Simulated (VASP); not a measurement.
Method: PBEsol GGA, VASP's PBE PAW potentials (set 64) (plane waves; VASP).

The input files of a VASP run:

**KPOINTS**
```
Automatic
0
G
 11 11 3
```

POSCAR:
```
Nb4C2N2
1
   -0.0000000000     2.2052840334     2.2052840334
    2.2052840334     0.0000000000     2.2052840334
    8.8408818075     8.8408818075    -0.0197456738
Nb N C
4 2 2
Direct
  0.0010011212   0.0010011212   0.9992491591
  0.0000000000   0.0000000000   0.2500000000
  0.9989988788   0.9989988788   0.5007508409
  0.0000000000   0.0000000000   0.7500000000
  0.4973037468   0.4973037468   0.1270221899
  0.5026962532   0.5026962532   0.3729778101
  0.5023193420   0.5023193420   0.6232604935
  0.4976806580   0.4976806580   0.8767395065
```

**INCAR**
```
ALGO=Normal
EDIFF=1E-6
EDIFFG=-0.02
ENCUT=520
GGA=PS
IBRION=2
ISIF=3
ISMEAR=1
LASPH=.True.
LCHARG=.False.
LMAXMIX=4
LREAL=.False.
LWAVE=.False.
NELM=100
NSW=60
PREC=Accurate
SIGMA=0.1
SYSTEM=Nb4C2N2
```

POTCAR, in this order: Nb_sv N C (PBE.64 set). Program: vasp_std.

What VASP printed:

OSZICAR:
```
       N       E                     dE             d eps       ncg     rms          rms(c)
DAV:   1     0.875191221467E+03    0.87519E+03   -0.38687E+04  8568   0.177E+03
DAV:   2    -0.218464982454E+02   -0.89704E+03   -0.88277E+03 10352   0.709E+02
DAV:   3    -0.972138455700E+02   -0.75367E+02   -0.74480E+02 14464   0.164E+02
DAV:   4    -0.101597630432E+03   -0.43838E+01   -0.43352E+01 14264   0.342E+01
DAV:   5    -0.101864134872E+03   -0.26650E+00   -0.26376E+00 13784   0.833E+00    0.262E+01
DAV:   6    -0.881358546476E+02    0.13728E+02   -0.10699E+02 12632   0.476E+01    0.893E+00
DAV:   7    -0.879128963627E+02    0.22296E+00   -0.17477E+01 13608   0.203E+01    0.582E+00
DAV:   8    -0.875824226852E+02    0.33047E+00   -0.45227E+00 13392   0.104E+01    0.386E+00
DAV:   9    -0.875625198087E+02    0.19903E-01   -0.56464E-01 12480   0.406E+00    0.107E+00
DAV:  10    -0.875620225542E+02    0.49725E-03   -0.18477E-01 13400   0.263E+00    0.639E-01
DAV:  11    -0.875585183864E+02    0.35042E-02   -0.58046E-02 12672   0.162E+00    0.391E-01
DAV:  12    -0.875586128007E+02   -0.94414E-04   -0.75953E-03 12784   0.644E-01    0.122E-01
DAV:  13    -0.875586121879E+02    0.61278E-06   -0.16006E-03 12848   0.217E-01    0.244E-02
DAV:  14    -0.875586297779E+02   -0.17590E-04   -0.22173E-04 15528   0.688E-02    0.167E-02
DAV:  15    -0.875586347186E+02   -0.49408E-05   -0.69301E-05 11208   0.221E-02    0.101E-02
DAV:  16    -0.875586400544E+02   -0.53358E-05   -0.37506E-05  7536   0.135E-02    0.403E-03
DAV:  17    -0.875586411707E+02   -0.11163E-05   -0.14817E-05  7312   0.929E-03    0.275E-03
DAV:  18    -0.875586416280E+02   -0.45736E-06   -0.46048E-06  7256   0.575E-03
   1 F= -.87558642E+02 E0= -.87558581E+02  d E =-.875586E+02
       N       E                     dE             d eps       ncg     rms          rms(c)
DAV:   1    -0.875598541558E+02   -0.12130E-02   -0.34866E-01  9926   0.472E+00    0.390E-01
DAV:   2    -0.875599905025E+02   -0.13635E-03   -0.33444E-02 11704   0.133E+00    0.175E-01
DAV:   3    -0.875594459284E+02    0.54457E-03   -0.23928E-03 13002   0.391E-01    0.794E-02
DAV:   4    -0.875593958409E+02    0.50088E-04   -0.14968E-03 15200   0.244E-01    0.501E-02
DAV:   5    -0.875593798530E+02    0.15988E-04   -0.47716E-04 14200   0.126E-01    0.324E-02
DAV:   6    -0.875593890049E+02   -0.91519E-05   -0.67784E-05 15080   0.475E-02    0.250E-02
DAV:   7    -0.875594019882E+02   -0.12983E-04   -0.18076E-05 13760   0.261E-02    0.122E-02
DAV:   8    -0.875594101095E+02   -0.81212E-05   -0.16941E-05 15088   0.246E-02    0.136E-03
DAV:   9    -0.875594101705E+02   -0.61004E-07   -0.12380E-06  6944   0.765E-03
   2 F= -.87559410E+02 E0= -.87559365E+02  d E =-.768542E-03
       N       E                     dE             d eps       ncg     rms          rms(c)
DAV:   1    -0.875594305660E+02   -0.20456E-04   -0.46571E-03 10056   0.547E-01    0.451E-02
DAV:   2    -0.875594340819E+02   -0.35159E-05   -0.44829E-04 11832   0.154E-01    0.205E-02
DAV:   3    -0.875594264150E+02    0.76668E-05   -0.30392E-05 12876   0.440E-02    0.918E-03
DAV:   4    -0.875594254831E+02    0.93198E-06   -0.19399E-05 13984   0.279E-02    0.575E-03
DAV:   5    -0.875594247864E+02    0.69668E-06   -0.59067E-06  8272   0.152E-02
   3 F= -.87559425E+02 E0= -.87559377E+02  d E =-.783158E-03
       N       E                     dE             d eps       ncg     rms          rms(c)
DAV:   1    -0.875609133853E+02   -0.14879E-02   -0.27223E-01 10306   0.425E+00    0.424E-01
DAV:   2    -0.875599307515E+02    0.98263E-03   -0.25554E-02 11172   0.125E+00    0.171E-01
DAV:   3    -0.875595467960E+02    0.38396E-03   -0.38998E-03 13084   0.420E-01    0.895E-02
DAV:   4    -0.875594058015E+02    0.14099E-03   -0.18542E-03 14520   0.249E-01    0.513E-02
DAV:   5    -0.875594050399E+02    0.76152E-06   -0.34789E-04 14982   0.940E-02    0.308E-02
DAV:   6    -0.875594138715E+02   -0.88316E-05   -0.80105E-05 15184   0.496E-02    0.232E-02
DAV:   7    -0.875594209538E+02   -0.70822E-05   -0.28229E-05 14168   0.329E-02    0.149E-02
DAV:   8    -0.875594226239E+02   -0.16702E-05   -0.18994E-05 14616   0.256E-02    0.395E-03
DAV:   9    -0.875594217768E+02    0.84707E-06   -0.47852E-06  9160   0.129E-02
   4 F= -.87559422E+02 E0= -.87559381E+02  d E =0.300953E-05
       N       E                     dE             d eps       ncg     rms          rms(c)
DAV:   1    -0.875600220127E+02   -0.59939E-03   -0.69546E-02 10316   0.215E+00    0.217E-01
DAV:   2    -0.875597603269E+02    0.26169E-03   -0.65994E-03 11224   0.636E-01    0.881E-02
DAV:   3    -0.875596590092E+02    0.10132E-03   -0.98948E-04 13252   0.211E-01    0.455E-02
DAV:   4    -0.875596242780E+02    0.34731E-04   -0.47408E-04 14512   0.127E-01    0.259E-02
DAV:   5    -0.875596269258E+02   -0.26478E-05   -0.92560E-05 14814   0.485E-02    0.153E-02
DAV:   6    -0.875596313685E+02   -0.44427E-05   -0.20782E-05 13720   0.256E-02    0.114E-02
DAV:   7    -0.875596352591E+02   -0.38906E-05   -0.63920E-06  9848   0.167E-02    0.715E-03
DAV:   8    -0.875596389678E+02   -0.37087E-05   -0.58907E-06 10856   0.144E-02    0.239E-03
DAV:   9    -0.875596395860E+02   -0.61816E-06   -0.85344E-07  5026   0.715E-03
   5 F= -.87559640E+02 E0= -.87559596E+02  d E =-.214800E-03
       N       E                     dE             d eps       ncg     rms          rms(c)
DAV:   1    -0.875597020901E+02   -0.63122E-04   -0.23520E-02  8664   0.841E-01    0.365E-02
DAV:   2    -0.875597396067E+02   -0.37517E-04   -0.69623E-04 11936   0.176E-01    0.263E-02
DAV:   3    -0.875597351160E+02    0.44907E-05   -0.65236E-05 13208   0.469E-02    0.177E-02
DAV:   4    -0.875597324229E+02    0.26931E-05   -0.28219E-05 12704   0.313E-02    0.808E-03
DAV:   5    -0.875597316971E+02    0.72584E-06   -0.87228E-06  9152   0.188E-02
   6 F= -.87559732E+02 E0= -.87559686E+02  d E =-.921111E-04
```

OUTCAR:
```
------------------------ aborting loop because EDIFF is reached ----------------------------------------
  FORCE on cell =-STRESS in cart. coord.  units (eV):
  Direction    XX          YY          ZZ          XY          YZ          ZX
  --------------------------------------------------------------------------------------
  Total       -0.0065264     -0.0065264     -0.0065264     -0.0201104      0.0201104      0.0201104
  in kB       -0.1215560     -0.1215560     -0.1215560     -0.3745599      0.3745599      0.3745599
  external PRESSURE =      -0.1215560 kB  Pullay stress =       0.0000000 kB
  volume of cell :       86.02
      direct lattice vectors                 reciprocal lattice vectors
     0.000000000  2.203308104  2.203308104    -0.226532980  0.227330008  0.226532980
     2.203308104  0.000000000  2.203308104     0.227330008 -0.226532980  0.226532980
     8.844350151  8.844350151 -0.031117736     0.056433988  0.056433988 -0.056433988
 POSITION                                       TOTAL-FORCE (eV/Angst)
 -----------------------------------------------------------------------------------
      8.84371      8.84371     -0.03047         0.001367      0.001367     -0.001367
      4.41440      2.21109      2.19553         0.000000      0.000000     -0.000000
      6.62613      6.62613      4.39041        -0.001367     -0.001367      0.001367
      8.83657      6.63326      2.17997         0.000000      0.000000     -0.000000
      2.22086      2.22086      2.18576         0.005354      0.005354     -0.005354
      4.40462      4.40462      2.20530        -0.005354     -0.005354      0.005354
      6.61709      6.61709      2.19615        -0.000881     -0.000881      0.000881
      8.85275      8.85275      2.16379         0.000881      0.000881     -0.000881
 -----------------------------------------------------------------------------------
    total drift:                               -0.000000     -0.000000     -0.000000
  FREE ENERGIE OF THE ION-ELECTRON SYSTEM (eV)
  ---------------------------------------------------
  free  energy   TOTEN  =       -87.5597316971 eV

  energy  without entropy=      -87.5595959844  energy(sigma->0) =      -87.55968646

 reached required accuracy - stopping structural energy minimisation
```
(Selected blocks of OUTCAR.)

CONTCAR:
```
Nb4C2N2
   1.00000000000000
     0.0000000000000129    2.2033081035921813    2.2033081035921560
     2.2033081035921813    0.0000000000000129    2.2033081035921560
     8.8443501506599365    8.8443501506599365   -0.0311177361912483
  Nb              N               C
     4     2     2
Direct
     0.0001453000479128    0.0001453000479128    0.9998910249640670
     0.0000000000000000    1.0000000000000000    0.2500000000000000
     0.9998546999520873    0.9998546999520873    0.5001089750359329
     0.0000000000000000    1.0000000000000000    0.7500000000000000
     0.4969162836661366    0.4969162836661366    0.1273127872504011
     0.5030837163338634    0.5030837163338634    0.3726872127495989
     0.5027735378433618    0.5027735378433618    0.6229198466174769
     0.4972264621566382    0.4972264621566382    0.8770801533825231
```

The structure was generated: Nb4C2N2 was put into an ordered model structure (R-3m), which need not be its known phase. This run relaxes it. Symmetry was kept, so distortions that lower it aren't found. The start is the result of an earlier pass. VASP warned that the highest band is occupied, so more bands are needed.
